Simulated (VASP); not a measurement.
Level of theory: PBEsol GGA, VASP's PBE PAW potentials (set 64) (plane waves; VASP).

The input files of a VASP run:

### INCAR
```
NSW = 60
EDIFFG = -0.02
EDIFF = 1E-6   ! SCF stop (eV)
LWAVE = .FALSE.
LASPH = .TRUE.   ! aspherical one-centre terms
NELM = 100
ISMEAR = 0   ! Gaussian
ENCUT = 520   ! plane-wave cut-off (eV)
LREAL = .FALSE.   ! projection in real space or not
ALGO = Normal
SIGMA = 0.05   ! width (eV)
ISIF = 3   ! ions, shape and volume
PREC = Accurate
LCHARG = .FALSE.
IBRION = 2   ! conjugate gradients
SYSTEM = Ca3MgO4
GGA = PS
```

KPOINTS:
```
K-points
0
G
  7 7 2
0 0 0
```

File POSCAR:
```
Ca3MgO4
1
    0.0000000000     2.3221279457     2.3221279457
    2.3221279457     0.0000000000     2.3221279457
    9.2930465045     9.2930465045    -0.0045347218
Mg O Ca
1 4 3
Direct
  0.0000000000   0.0000000000   0.0000000000
  0.5216607057   0.5216607057   0.1087544707
  0.5075299128   0.5075299128   0.3693525654
  0.4924700872   0.4924700872   0.6306474346
  0.4783392943   0.4783392943   0.8912455293
  0.0146328410   0.0146328410   0.2390253693
  0.0000000000   0.0000000000   0.5000000000
  0.9853671590   0.9853671590   0.7609746307
```

POTCAR, in this order: Mg O Ca_sv (PBE.64 set). Program: vasp_std.

The resulting files:

File OUTCAR:
```
 ion  position               nearest neighbor table
   1  0.000  0.000  0.000-   2 2.23   2 2.23   5 2.23   5 2.23   2 2.23   5 2.23   8 3.19   6 3.19
                             8 3.19   6 3.19   6 3.19   8 3.19
   2  0.522  0.522  0.109-   1 2.23   1 2.23   1 2.23   6 2.36   6 2.36   6 2.36
   3  0.508  0.508  0.369-   6 2.36   6 2.36   6 2.36   7 2.36   7 2.36   7 2.36
   4  0.492  0.492  0.631-   8 2.36   8 2.36   8 2.36   7 2.36   7 2.36   7 2.36
   5  0.478  0.478  0.891-   1 2.23   1 2.23   1 2.23   8 2.36   8 2.36   8 2.36
   6  0.015  0.015  0.239-   2 2.36   2 2.36   2 2.36   3 2.36   3 2.36   3 2.36   1 3.19   1 3.19
                             1 3.19
   7  0.000  0.000  0.500-   3 2.36   3 2.36   4 2.36   4 2.36   3 2.36   4 2.36
   8  0.985  0.985  0.761-   5 2.36   5 2.36   5 2.36   4 2.36   4 2.36   4 2.36   1 3.19   1 3.19
                             1 3.19
  LATTYP: Found a trigonal (rhomboedric) cell.
 ALAT       =    10.8994800460
 COS(alpha) =     0.9546099429
 Subroutine PRICEL returns:
 Original cell was already a primitive cell.
 Subroutine GETGRP returns: Found 12 space group operations
The static configuration has the point symmetry D_3d.
The dynamic configuration has the point symmetry D_3d.
 Subroutine INISYM returns: Found 12 space group operations
 Subroutine IBZKPT returns following result:
 Found     32 irreducible k-points:

 Following reciprocal coordinates:
            Coordinates               Weight
  0.000000  0.000000  0.000000      1.000000
  0.142857  0.000000 -0.000000      4.000000
  0.285714  0.000000 -0.000000      4.000000
  0.428571  0.000000 -0.000000      4.000000
  0.142857  0.142857 -0.000000      2.000000
  0.285714  0.142857 -0.000000      4.000000
  0.428571  0.142857 -0.000000      4.000000
 -0.428571  0.142857 -0.000000      4.000000
 -0.285714  0.142857 -0.000000      4.000000
 -0.142857  0.142857  0.000000      2.000000
  0.285714  0.285714  0.000000      2.000000
  0.428571  0.285714 -0.000000      4.000000
 -0.428571  0.285714  0.000000      4.000000
 -0.285714  0.285714  0.000000      2.000000
  0.428571  0.428571 -0.000000      2.000000
 -0.428571  0.428571  0.000000      2.000000
  0.000000  0.000000  0.500000      1.000000
  0.142857  0.000000  0.500000      4.000000
  0.285714  0.000000  0.500000      4.000000
  0.428571  0.000000  0.500000      4.000000
  0.142857  0.142857  0.500000      2.000000
  0.285714  0.142857  0.500000      4.000000
  0.428571  0.142857  0.500000      4.000000
 -0.428571  0.142857  0.500000      4.000000
 -0.285714  0.142857  0.500000      4.000000
 -0.142857  0.142857  0.500000      2.000000
  0.285714  0.285714  0.500000      2.000000
  0.428571  0.285714  0.500000      4.000000
 -0.428571  0.285714  0.500000      4.000000
 -0.285714  0.285714  0.500000      2.000000
  0.428571  0.428571  0.500000      2.000000
 -0.428571  0.428571  0.500000      2.000000
   k-points           NKPTS =     32   k-points in BZ     NKDIM =     32   number of bands    NBANDS=     33
   number of dos      NEDOS =    301   number of ions     NIONS =      8
   total plane-waves  NPLWV =  56448
   dimension x,y,z NGX =    24 NGY =   24 NGZ =   98
   dimension x,y,z NGXF=    48 NGYF=   48 NGZF=  196
   ions per type =               1   4   3
   PREC   = accura    normal or accurate (medium, high low for compatibility)
   ISTART =      0    job   : 0-new  1-cont  2-samecut
   ICHARG =      2    charge: 1-file 2-atom 10-const
   ISPIN  =      1    spin polarized calculation?
   LNONCOLLINEAR =      F non collinear calculations
   LSORBIT =      F    spin-orbit coupling
   INIWAV =      1    electr: 0-lowe 1-rand  2-diag
   ENCUT  =  520.0 eV  38.22 Ry    6.18 a.u.   6.11  6.11 24.44*2*pi/ulx,y,z
   NELM   =    100;   NELMIN=  2; NELMDL= -5     # of ELM steps
   EDIFF  = 0.1E-05   stopping-criterion for ELM
   LREAL  =      F    real-space projection
...
```

### OSZICAR
```
       N       E                     dE             d eps       ncg     rms          rms(c)
DAV:   1     0.599908369069E+03    0.59991E+03   -0.29740E+04  2176   0.171E+03
DAV:   2    -0.121721096373E+02   -0.61208E+03   -0.60251E+03  2782   0.482E+02
DAV:   3    -0.566034455077E+02   -0.44431E+02   -0.44358E+02  2900   0.130E+02
DAV:   4    -0.582534094262E+02   -0.16500E+01   -0.16481E+01  3320   0.225E+01
DAV:   5    -0.583182705409E+02   -0.64861E-01   -0.64854E-01  3176   0.346E+00    0.153E+01
DAV:   6    -0.524811252556E+02    0.58371E+01   -0.39337E+01  2896   0.348E+01    0.648E+00
DAV:   7    -0.523843779561E+02    0.96747E-01   -0.34497E+00  2935   0.109E+01    0.337E+00
DAV:   8    -0.522888522456E+02    0.95526E-01   -0.45017E-01  2872   0.483E+00    0.822E-01
DAV:   9    -0.522756128184E+02    0.13239E-01   -0.99638E-02  2736   0.217E+00    0.236E-01
DAV:  10    -0.522760244315E+02   -0.41161E-03   -0.11171E-02  2976   0.642E-01    0.180E-01
DAV:  11    -0.522757466246E+02    0.27781E-03   -0.34947E-03  3120   0.422E-01    0.722E-02
DAV:  12    -0.522756303294E+02    0.11630E-03   -0.90283E-04  3280   0.259E-01    0.219E-02
DAV:  13    -0.522756385482E+02   -0.82187E-05   -0.26241E-04  2800   0.110E-01    0.198E-02
DAV:  14    -0.522756355067E+02    0.30414E-05   -0.10010E-04  3224   0.593E-02    0.127E-02
DAV:  15    -0.522756334426E+02    0.20641E-05   -0.14886E-05  2832   0.268E-02    0.481E-03
DAV:  16    -0.522756329043E+02    0.53836E-06   -0.20903E-06  2096   0.104E-02
   1 F= -.52275633E+02 E0= -.52275633E+02  d E =-.522756E+02
       N       E                     dE             d eps       ncg     rms          rms(c)
DAV:   1    -0.522757558693E+02   -0.12243E-03   -0.59057E-02  2164   0.177E+00    0.775E-02
DAV:   2    -0.522757879433E+02   -0.32074E-04   -0.19439E-03  2688   0.338E-01    0.339E-02
DAV:   3    -0.522757604086E+02    0.27535E-04   -0.10021E-04  3471   0.890E-02    0.147E-02
DAV:   4    -0.522757514647E+02    0.89439E-05   -0.32061E-05  3256   0.583E-02    0.440E-03
DAV:   5    -0.522757519884E+02   -0.52376E-06   -0.14151E-05  2911   0.300E-02    0.346E-03
DAV:   6    -0.522757520966E+02   -0.10819E-06   -0.15951E-06  2056   0.833E-03
   2 F= -.52275752E+02 E0= -.52275752E+02  d E =-.119192E-03
```

File OUTCAR:
```
------------------------ aborting loop because EDIFF is reached ----------------------------------------
  FORCE on cell =-STRESS in cart. coord.  units (eV):
  Direction    XX          YY          ZZ          XY          YZ          ZX
  --------------------------------------------------------------------------------------
  Total        0.0049131      0.0049131      0.0049131     -0.0028704      0.0028704      0.0028704
  in kB        0.0785595      0.0785595      0.0785595     -0.0458974      0.0458974      0.0458974
  external PRESSURE =       0.0785595 kB  Pullay stress =       0.0000000 kB
  volume of cell :      100.20
      direct lattice vectors                 reciprocal lattice vectors
     0.000000000  2.321827475  2.321827475    -0.215300451  0.215394771  0.215300451
     2.321827475  0.000000000  2.321827475     0.215394771 -0.215300451  0.215300451
     9.291380355  9.291380355 -0.004070456     0.053801532  0.053801532 -0.053801532
 POSITION                                       TOTAL-FORCE (eV/Angst)
 -----------------------------------------------------------------------------------
      2.32183      2.32183      4.64365        -0.000000      0.000000     -0.000000
      2.22195      2.22195      2.42170        -0.007128     -0.007128      0.007128
      4.61102      4.61102      2.35446        -0.003352     -0.003352      0.003352
      7.00219      7.00219      2.28512         0.003352      0.003352     -0.003352
      9.39125      9.39125      2.21788         0.007128      0.007128     -0.007128
      2.25360      2.25360      0.06822         0.003888      0.003888     -0.003888
      6.96752      6.96752      4.64162        -0.000000      0.000000     -0.000000
      9.35960      9.35960      4.57136        -0.003888     -0.003888      0.003888
 -----------------------------------------------------------------------------------
    total drift:                                0.000000      0.000000     -0.000000
  FREE ENERGIE OF THE ION-ELECTRON SYSTEM (eV)
  ---------------------------------------------------
  free  energy   TOTEN  =       -52.2757520966 eV

  energy  without entropy=      -52.2757520966  energy(sigma->0) =      -52.27575210

 reached required accuracy - stopping structural energy minimisation
```
(Selected blocks of OUTCAR.)

**CONTCAR**
```
Ca3MgO4
   1.00000000000000
     0.0000000000000025    2.3218274747999388    2.3218274747999339
     2.3218274747999388    0.0000000000000026    2.3218274747999339
     9.2913803549916629    9.2913803549916629   -0.0040704558918861
  Mg              O               Ca
     1     4     3
Direct
     1.0000000000000000    1.0000000000000000    0.0000000000000000
     0.5216031166511641    0.5216031166511641    0.1087976624866265
     0.5073513985265493    0.5073513985265493    0.3694864511050898
     0.4926486014734507    0.4926486014734507    0.6305135488949102
     0.4783968833488359    0.4783968833488359    0.8912023375133735
     0.0149011640884719    0.0149011640884719    0.2388241269836487
     1.0000000000000000    1.0000000000000000    0.5000000000000000
     0.9850988359115281    0.9850988359115281    0.7611758730163513
```

The structure was generated: Ca3MgO4 was put into an ordered model structure (R-3m), which need not be its known phase. This run relaxes it. Symmetry was kept, so distortions that lower it aren't found. The start is the result of an earlier pass.
